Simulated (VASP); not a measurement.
Method: PBEsol GGA, VASP's PBE PAW potentials (set 64) (plane waves; VASP 6.6.1).

VASP ran on this input.

KPOINTS:
```
Automatic mesh
0
Gamma
4 4 4
0 0 0
```

POSCAR:
```
CdZn3S4
1
    5.4767232012     0.0000000000     0.0000000000
   -0.0000000000     5.4767232012     0.0000000000
   -0.0000000000     0.0000000000     5.4767232012
Zn S Cd
3 4 1
Direct
  0.0000000000   0.0000000000   0.0000000000
  0.5000000000   0.5000000000   0.0000000000
  0.5000000000   0.0000000000   0.5000000000
  0.2627899236   0.2372100764   0.2372100764
  0.7372100764   0.7627899236   0.2372100764
  0.7372100764   0.2372100764   0.7627899236
  0.2627899236   0.7627899236   0.7627899236
  0.0000000000   0.5000000000   0.5000000000
```

**INCAR**
```
ISMEAR = 0   # Gaussian
LASPH = .TRUE.   # aspherical one-centre terms
EDIFFG = -0.02   # ionic stop
ALGO = Normal   # blocked Davidson
NSW = 60   # most ionic steps
SYSTEM = CdZn3S4
NELM = 100   # most electronic steps
GGA = PS   # PBEsol
EDIFF = 1E-6
ENCUT = 400
PREC = Accurate
ISIF = 3
LREAL = .FALSE.   # projection in real space or not
LCHARG = .FALSE.
LMAXMIX = 4   # l cut-off of mixed one-centre charges
IBRION = 2   # conjugate gradients
SIGMA = 0.05   # width (eV)
LWAVE = .FALSE.
```

POTCAR, in this order: Zn S Cd (PBE.64 set). Program: vasp_std.

**Question.** Estimate the energy per atom (σ→0), volume per atom, band gap (on the k-mesh).

**Answer.** 
```
Item                               Value
------------------------  --------------
energy per atom (σ→0)     -3.681 eV/atom
band gap (on the k-mesh)         1.73 eV
volume per atom            20.47 Å³/atom
```

### OSZICAR
```
...
DAV:   1    -0.294588855749E+02   -0.82314E-02   -0.13356E-01  1071   0.441E+00    0.655E-01
DAV:   2    -0.294519266515E+02    0.69589E-02   -0.27422E-02  1047   0.284E+00    0.241E-01
DAV:   3    -0.294511485016E+02    0.77815E-03   -0.19185E-03   985   0.312E-01    0.150E-01
DAV:   4    -0.294510101104E+02    0.13839E-03   -0.14794E-04  1028   0.998E-02    0.801E-02
DAV:   5    -0.294509684332E+02    0.41677E-04   -0.25992E-05  1137   0.595E-02    0.216E-02
DAV:   6    -0.294509688951E+02   -0.46188E-06   -0.15502E-05   977   0.274E-02    0.709E-03
DAV:   7    -0.294509686219E+02    0.27327E-06   -0.13096E-06   490   0.108E-02
   2 F= -.29450969E+02 E0= -.29450969E+02  d E =-.313668E-03
```

The structure was generated: CdZn3S4 was put into an ordered model structure (P-43m), which need not be its known phase. This run relaxes it. Symmetry was kept, so distortions that lower it aren't found. The start is the result of an earlier pass.
